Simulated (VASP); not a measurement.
# LaCoPO: input slips in a magnetic run and what they do, part 2 of 2

Some runs on the magnet LaCoPO get a fault in the input on purpose. Which of them show, and how? The starting structure is a computed structure from the Materials Project. The reference starts from ferromagnetic moments.

VASP 6.6.1.

Results so far: reference 0.62 μB on Co; spin polarisation switched off 0.00 μB on Co.

**4. Run with a total moment fixed by a leftover tag**

Level of this step: PBEsol, spin-polarised from a ferromagnetic start; plane waves and PAW (La, Co, P, O) (VASP).

A slip made on purpose: a total moment fixed by a leftover tag. Against step 2 the input has NUPDOWN = 0 (also changed: NELM).

The input, INCAR:

```
SYSTEM = LaCoPO
PREC = Accurate
ENCUT = 480
EDIFF = 1E-07
NELM = 60
ISMEAR = 0
SIGMA = 0.05
LREAL = .FALSE.
ALGO = Normal
GGA = PS
NBANDS = 46
ISPIN = 2
MAGMOM = 0 0 2.4 2.4 0 0 0 0
LASPH = .TRUE.
LMAXMIX = 6
AMIX = 0.2
BMIX = 1E-04
AMIX_MAG = 0.8
BMIX_MAG = 1E-04
LORBIT = 11
LWAVE = .FALSE.
LCHARG = .FALSE.
KPAR = 8
NUPDOWN = 0
```

The input, POSCAR:

```
LaCoPO
1.0
    3.9912560000      0.0000000000      0.0000000000
    0.0000000000      3.9912560000      0.0000000000
    0.0000000000      0.0000000000      8.2649260000
La Co P O
2 2 2 2
Direct
    0.5000000000      0.0000000000      0.1531320000
    0.0000000000      0.5000000000      0.8468680000
    0.0000000000      0.0000000000      0.5000000000
    0.5000000000      0.5000000000      0.5000000000
    0.0000000000      0.5000000000      0.3816310000
    0.5000000000      0.0000000000      0.6183690000
    0.5000000000      0.5000000000      0.0000000000
    0.0000000000      0.0000000000      0.0000000000
```

The input, KPOINTS:

```
Automatic mesh
0
Gamma
8 8 4
0 0 0
```

The projector-augmented-wave data sets are La, Co, P and O (PBE family, release 64).

Started as:

```
mpirun -np 8 vasp_std
```

Output:

```text
[... set-up lines as in an earlier step ...]
 entering main loop
       N       E                     dE             d eps       ncg     rms          rms(c)
DAV:   1     0.625005323915E+03    0.62501E+03   -0.21699E+04  8428   0.182E+03
DAV:   2     0.101889461845E+03   -0.52312E+03   -0.46581E+03  9070   0.355E+02
DAV:   3    -0.511154414286E+02   -0.15300E+03   -0.14210E+03 11270   0.186E+02
DAV:   4    -0.722678509639E+02   -0.21152E+02   -0.19975E+02 14662   0.757E+01
[...]
DAV:  21    -0.642405950159E+02   -0.10015E-05   -0.56091E-06 16464   0.927E-03    0.322E-03
DAV:  22    -0.642405951471E+02   -0.13127E-06   -0.11040E-06 13640   0.469E-03    0.203E-03
DAV:  23    -0.642405951523E+02   -0.51541E-08   -0.47313E-07 11880   0.340E-03
   1 F= -.64240595E+02 E0= -.64237392E+02  d E =-.640712E-02  mag=     0.0000
```

The job ended after 63 s (8 MPI ranks of AMD EPYC 9R45, shared host; peak memory 4.2 GiB; 8.2 min of CPU time).

Parts of OUTCAR (step 4):

```text
  Total       -4.6486600     -4.6486600     -2.2869272      0.0000000      0.0000000      0.0000000
  in kB      -56.5692249    -56.5692249    -27.8294600      0.0000000      0.0000000      0.0000000
  external PRESSURE =     -46.9893033 kB  Pullay stress =       0.0000000 kB

 POSITION                                       TOTAL-FORCE (eV/Angst)
 -----------------------------------------------------------------------------------
      1.99563      0.00000      1.26562        -0.000000      0.000000     -0.372401
      0.00000      1.99563      6.99930        -0.000000      0.000000      0.372401
      0.00000      0.00000      4.13246        -0.000000      0.000000      0.000000
      1.99563      1.99563      4.13246        -0.000000     -0.000000      0.000000
      0.00000      1.99563      3.15415         0.000000      0.000000     -0.274997
      1.99563      0.00000      5.11077        -0.000000      0.000000      0.274997
      1.99563      1.99563      0.00000         0.000000     -0.000000      0.000000
      0.00000      0.00000      0.00000        -0.000000      0.000000      0.000000
 -----------------------------------------------------------------------------------
    total drift:                                0.000000      0.000000      0.000000

  FREE ENERGIE OF THE ION-ELECTRON SYSTEM (eV)
  ---------------------------------------------------
  free  energy   TOTEN  =       -64.2405951523 eV

  energy  without entropy=      -64.2341880370  energy(sigma->0) =      -64.23739159

 magnetization (x)
# of ion       s       p       d       f       tot
--------------------------------------------------
    1        0.000  -0.000   0.000   0.000   0.000
    2        0.000  -0.000   0.000   0.000   0.000
    3       -0.000   0.000  -0.000   0.000  -0.000
    4       -0.000   0.000  -0.000   0.000  -0.000
    5        0.000   0.000   0.000   0.000   0.000
    6        0.000   0.000   0.000   0.000   0.000
    7       -0.000   0.000   0.000   0.000   0.000
    8       -0.000   0.000   0.000   0.000   0.000
--------------------------------------------------
tot          0.000   0.000  -0.000   0.000  -0.000

[... 2 parts as in an earlier step ...]

[... 1 further part left out ...]
[key lines of the parts left out:]
E-fermi :   8.2914
```

A total moment fixed by a leftover tag: the moments inside the Co spheres have a mean size of 0.00 μB, and the cell carries 0.00 μB.

**5. Run with a list of starting moments that is one short**

A slip made on purpose: a list of starting moments that is one short. Against step 2 the input has MAGMOM = 1 1 1 1 1 1 1 (also changed: NELM).

Edit INCAR of step 4 so:

```diff
@@ -12,3 +12,3 @@
 ISPIN = 2
-MAGMOM = 0 0 2.4 2.4 0 0 0 0
+MAGMOM = 1 1 1 1 1 1 1
 LASPH = .TRUE.
@@ -23,2 +23 @@
 KPAR = 8
-NUPDOWN = 0
```

POSCAR is that of step 4.

KPOINTS is that of step 4.

Started as:

```
mpirun -np 8 vasp_std
```

Output:

```text
running    8 mpi-ranks, on    1 nodes
[...]
-----------------------------------------------------------------------------
|                                                                             |
|     EEEEEEE  RRRRRR   RRRRRR   OOOOOOO  RRRRRR      ###     ###     ###     |
|     E        R     R  R     R  O     O  R     R     ###     ###     ###     |
|     E        R     R  R     R  O     O  R     R     ###     ###     ###     |
|     EEEEE    RRRRRR   RRRRRR   O     O  RRRRRR       #       #       #      |
|     E        R   R    R   R    O     O  R   R                               |
|     E        R    R   R    R   O     O  R    R      ###     ###     ###     |
|     EEEEEEE  R     R  R     R  OOOOOOO  R     R     ###     ###     ###     |
|                                                                             |
|     ERROR: You have set 7 value(s) for MAGMOM; however for                  |
|     spin-polarized calculations (ISPIN=2), MAGMOM has to be a list of       |
|     NIONS values. NIONS=8 in your calculation.                              |
|                                                                             |
|       ---->  I REFUSE TO CONTINUE WITH THIS SICK JOB ... BYE!!! <----       |
|                                                                             |
 -----------------------------------------------------------------------------

1
1
1
1
1
1
1
1
```

It took 6.6 s on 8 MPI ranks.

VASP stopped with this message: “ERROR: You have set 7 value(s) for MAGMOM; however for spin-polarized calculations (ISPIN=2), MAGMOM has to be a list of NIONS values. NIONS=8 in your calculation”.

**6. Run with too few electronic steps**

A slip made on purpose: too few electronic steps. Against step 2 the input has NELM = 5.

Edit INCAR of step 5 so:

```diff
@@ -4,3 +4,3 @@
 EDIFF = 1E-07
-NELM = 60
+NELM = 5
 ISMEAR = 0
@@ -12,3 +12,3 @@
 ISPIN = 2
-MAGMOM = 1 1 1 1 1 1 1
+MAGMOM = 0 0 2.4 2.4 0 0 0 0
 LASPH = .TRUE.
```

POSCAR is that of step 5.

KPOINTS is that of step 5.

Started as:

```
mpirun -np 8 vasp_std
```

Output:

```text
[... set-up lines as in an earlier step ...]
 entering main loop
       N       E                     dE             d eps       ncg     rms          rms(c)
[... 4 cycles as in an earlier step ...]
DAV:   5    -0.745176273768E+02   -0.16652E+01   -0.16263E+01 14798   0.218E+01
 -----------------------------------------------------------------------------
|                                                                             |
|           W    W    AA    RRRRR   N    N  II  N    N   GGGG   !!!           |
|           W    W   A  A   R    R  NN   N  II  NN   N  G    G  !!!           |
|           W    W  A    A  R    R  N N  N  II  N N  N  G       !!!           |
|           W WW W  AAAAAA  RRRRR   N  N N  II  N  N N  G  GGG   !            |
|           WW  WW  A    A  R   R   N   NN  II  N   NN  G    G                |
|           W    W  A    A  R    R  N    N  II  N    N   GGGG   !!!           |
|                                                                             |
|     The electronic self-consistency was not achieved in the given           |
|     number of steps (NELM). The forces and other quantities evaluated       |
|     might not be reliable so examine the results carefully. If you find     |
|     spurious results, we suggest increasing NELM, if you were close to      |
|     convergence or switching to a different ALGO or adjusting the           |
|     density mixing parameters otherwise.                                    |
|                                                                             |
 -----------------------------------------------------------------------------

   1 F= -.74517627E+02 E0= -.74512260E+02  d E =-.107339E-01  mag=     3.6860
```

Wall time 14 s (8 MPI ranks); peak memory 4 GiB.

From OUTCAR (step 6):

```text
  Total     -123.8239239   -123.8239239   -235.5537835      0.0000000     -0.0000000      0.0000000
  in kB    -1506.8048400  -1506.8048400  -2866.4378406      0.0000000     -0.0000000      0.0000000
  external PRESSURE =   -1960.0158402 kB  Pullay stress =       0.0000000 kB

 POSITION                                       TOTAL-FORCE (eV/Angst)
 -----------------------------------------------------------------------------------
      1.99563      0.00000      1.26562         0.000000     -0.000000     -0.892971
      0.00000      1.99563      6.99930         0.000000      0.000000      0.892971
      0.00000      0.00000      4.13246         0.000000      0.000000      0.000000
      1.99563      1.99563      4.13246         0.000000      0.000000      0.000000
      0.00000      1.99563      3.15415         0.000000      0.000000     -4.061773
      1.99563      0.00000      5.11077        -0.000000      0.000000      4.061773
      1.99563      1.99563      0.00000         0.000000     -0.000000      0.000000
      0.00000      0.00000      0.00000         0.000000     -0.000000      0.000000
 -----------------------------------------------------------------------------------
    total drift:                                0.000000      0.000000     -0.000000

  FREE ENERGIE OF THE ION-ELECTRON SYSTEM (eV)
  ---------------------------------------------------
  free  energy   TOTEN  =       -74.5176273768 eV

  energy  without entropy=      -74.5068935047  energy(sigma->0) =      -74.51226044

 magnetization (x)
# of ion       s       p       d       f       tot
--------------------------------------------------
    1       -0.002  -0.001  -0.023   0.002  -0.024
    2       -0.002  -0.001  -0.023   0.002  -0.024
    3        0.026   0.029   1.673   0.000   1.728
    4        0.026   0.029   1.673   0.000   1.728
    5       -0.006  -0.040   0.000   0.000  -0.046
    6       -0.006  -0.040   0.000   0.000  -0.046
    7        0.000  -0.001   0.000   0.000  -0.001
    8        0.000  -0.001   0.000   0.000  -0.001
--------------------------------------------------
tot          0.037  -0.026   3.300   0.004   3.314

[... 2 parts as in an earlier step ...]

[... 1 further part left out ...]
[key lines of the parts left out:]
E-fermi :  10.0750
```

The electronic loop didn't reach EDIFF within its 5 cycles (NELM).

**7. Run with a smearing far too wide**

A slip made on purpose: a smearing far too wide. Against step 2 the input has ISMEAR = -1 and SIGMA = 0.8 (also changed: NELM).

Edit INCAR of step 6 so:

```diff
@@ -4,5 +4,5 @@
 EDIFF = 1E-07
-NELM = 5
-ISMEAR = 0
-SIGMA = 0.05
+NELM = 60
+ISMEAR = -1
+SIGMA = 0.8
 LREAL = .FALSE.
```

POSCAR is that of step 6.

KPOINTS is that of step 6.

Started as:

```
mpirun -np 8 vasp_std
```

Output:

```text
[... set-up lines as in an earlier step ...]
 entering main loop
       N       E                     dE             d eps       ncg     rms          rms(c)
DAV:   1     0.619730072812E+03    0.61973E+03   -0.21699E+04  8428   0.182E+03
DAV:   2     0.925713521462E+02   -0.52716E+03   -0.47229E+03  9070   0.358E+02
DAV:   3    -0.610981900779E+02   -0.15367E+03   -0.14245E+03 11270   0.189E+02
DAV:   4    -0.820441056525E+02   -0.20946E+02   -0.20134E+02 14662   0.768E+01
[...]
DAV:  58    -0.685933843097E+02   -0.50925E-06   -0.50791E-06  5544   0.252E-04    0.160E-03
DAV:  59    -0.685933848177E+02   -0.50802E-06   -0.51041E-06  5526   0.233E-04    0.161E-03
DAV:  60    -0.685933853225E+02   -0.50479E-06   -0.50753E-06  5508   0.278E-04
 [... a notice as in an earlier step ...]

   1 F= -.68593385E+02 E0= -.64056040E+02  d E =-.907469E+01  mag=     0.0000
```

Elapsed: 2.1 min, on 8 MPI ranks; peak memory 4.3 GiB.

From OUTCAR (step 7):

```text
  Total        1.3055845      1.3055845      0.9649961      0.0000000      0.0000000     -0.0000000
  in kB       15.8875680     15.8875680     11.7429710      0.0000000      0.0000000     -0.0000000
  external PRESSURE =      14.5060357 kB  Pullay stress =       0.0000000 kB

 POSITION                                       TOTAL-FORCE (eV/Angst)
 -----------------------------------------------------------------------------------
      1.99563      0.00000      1.26562        -0.000000      0.000000      0.122560
      0.00000      1.99563      6.99930         0.000000      0.000000     -0.122560
      0.00000      0.00000      4.13246        -0.000000      0.000000      0.000000
      1.99563      1.99563      4.13246        -0.000000     -0.000000      0.000000
      0.00000      1.99563      3.15415        -0.000000      0.000000     -1.033013
      1.99563      0.00000      5.11077        -0.000000      0.000000      1.033013
      1.99563      1.99563      0.00000        -0.000000      0.000000      0.000000
      0.00000      0.00000      0.00000         0.000000      0.000000      0.000000
 -----------------------------------------------------------------------------------
    total drift:                               -0.000000      0.000000      0.000000

  FREE ENERGIE OF THE ION-ELECTRON SYSTEM (eV)
  ---------------------------------------------------
  free  energy   TOTEN  =       -68.5933853225 eV

  energy  without entropy=      -59.5186955153  energy(sigma->0) =      -64.05604042

 magnetization (x)
# of ion       s       p       d       f       tot
--------------------------------------------------
    1        0.000  -0.000  -0.000   0.000  -0.000
    2        0.000  -0.000  -0.000   0.000  -0.000
    3       -0.000   0.000   0.000   0.000   0.000
    4       -0.000   0.000   0.000   0.000   0.000
    5        0.000   0.000   0.000   0.000   0.000
    6        0.000   0.000   0.000   0.000   0.000
    7        0.000   0.000   0.000   0.000   0.000
    8        0.000   0.000   0.000   0.000   0.000
--------------------------------------------------
tot          0.000   0.000  -0.000   0.000   0.000

[... 2 parts as in an earlier step ...]

[... 1 further part left out ...]
[key lines of the parts left out:]
E-fermi :   8.2912
```

The electronic loop didn't reach EDIFF within its 60 cycles (NELM).

**8. All runs side by side**

| run | ended | mean size of the moment on Co (μB) | cell (μB) | gap on the mesh (eV) | core minutes |
| --- | --- | --- | --- | --- | --- |
| reference | converged | 0.62 | 1.28 | none | 9.33 |
| spin polarisation switched off | converged | 0.0 | - | none | 3.87 |
| a total moment fixed by a leftover tag | converged | 0.0 | 0.0 | - | 8.4 |
| a list of starting moments that is one short | stopped by VASP | - | - | - | 0.88 |
| too few electronic steps | not converged | - | - | - | 1.89 |
| a smearing far too wide | not converged | - | - | - | 16.7 |

Core minutes are wall time times ranks of the run shown, on a shared host.

**9. Results**

| Item | Value |
| --- | --- |
| mean size of the moment on Co, reference | 0.62 μB |
| mean size of the moment on Co, spin polarisation switched off | 0.00 μB |
| mean size of the moment on Co, a total moment fixed by a leftover tag | 0.00 μB |
| run with a list of starting moments that is one short | stopped by VASP |
| run with too few electronic steps | not converged |
| run with a smearing far too wide | not converged |

In words: VASP stopped by itself in the run with a list of starting moments that is one short. The runs with too few electronic steps and a smearing far too wide didn't converge. Finished, but with signs in the output that stand out against the reference: spin polarisation switched off, with the Co moment changed from 0.62 to 0.00 μB (signs: no moments, where the reference has up to 0.62 μB); a total moment fixed by a leftover tag, with the Co moment changed from 0.62 to 0.00 μB (signs: a largest site moment of 0.00 μB against 0.62 μB). Further runs on this material are not shown.

[Lines on the potential files, build, host, timing and source positions are cut from VASP's logs without a mark.]

[Logs are printed without paths, hosts, clocks, repeated set-up lines and the standing remarks that a program may print on its own settings, such as how far it seeks lower states.]

[Hosts, paths, dates, database ids (printed as entryN), source tags and the programs' standing remarks are cut or masked in the printed files.]
